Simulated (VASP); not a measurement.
Given:

```yaml
crystal:
  lattice:
    - [4.05000, 0.00000, 0.00000]
    - [0.00000, 4.05000, 0.00000]
    - [0.00000, 0.00000, 4.05000]
  atoms:
    - { symbol: K, position: [0.00000, 0.00000, 0.00000] }
    - { symbol: Zn, position: [0.50000, 0.50000, 0.50000] }
    - { symbol: F, position: [0.50000, 0.00000, 0.50000] }
    - { symbol: F, position: [0.00000, 0.50000, 0.50000] }
    - { symbol: F, position: [0.50000, 0.50000, 0.00000] }
```

Calculation: LDA (Ceperley-Alder, Perdew-Zunger), VASP's LDA PAW potentials (set 64) (plane waves; VASP). Numerical set-up: 400 eV cut-off, 4×4×4 Γ-centred mesh, Fermi-Dirac smearing of 0.050 eV, potentials K_sv Zn F.

**Question.** Give the energies of bands 9 to 22 at the high-symmetry points, in eV from the valence-band maximum.

**Answer.** 
| band | Γ | X | M | R |
|---|---|---|---|---|
| 9 | -4.18 | -4.05 | -5.34 | -5.33 |
| 10 | -4.18 | -4.05 | -4.61 | -5.33 |
| 11 | -3.46 | -3.89 | -3.95 | -4.35 |
| 12 | -3.46 | -3.89 | -3.95 | -4.35 |
| 13 | -3.46 | -3.46 | -3.73 | -4.35 |
| 14 | -3.11 | -3.11 | -2.53 | -1.88 |
| 15 | -3.11 | -2.87 | -2.32 | -1.88 |
| 16 | -2.03 | -2.25 | -2.32 | -1.88 |
| 17 | -2.03 | -2.00 | -2.07 | -1.43 |
| 18 | -2.03 | -2.00 | -1.77 | -1.43 |
| 19 | -1.81 | -1.68 | -1.77 | -1.43 |
| 20 | -1.81 | -1.68 | -1.45 | 0.00 |
| 21 | -1.81 | -1.62 | 0.00 | 0.00 |
| 22 | 3.61 | 6.42 | 7.90 | 8.23 |

The gap is indirect, 3.61 eV, from the valence maximum at R-M at 0.22 to the conduction minimum at Γ.

The structure is a typed KZnF3 crystal. The cell was not relaxed at this level.
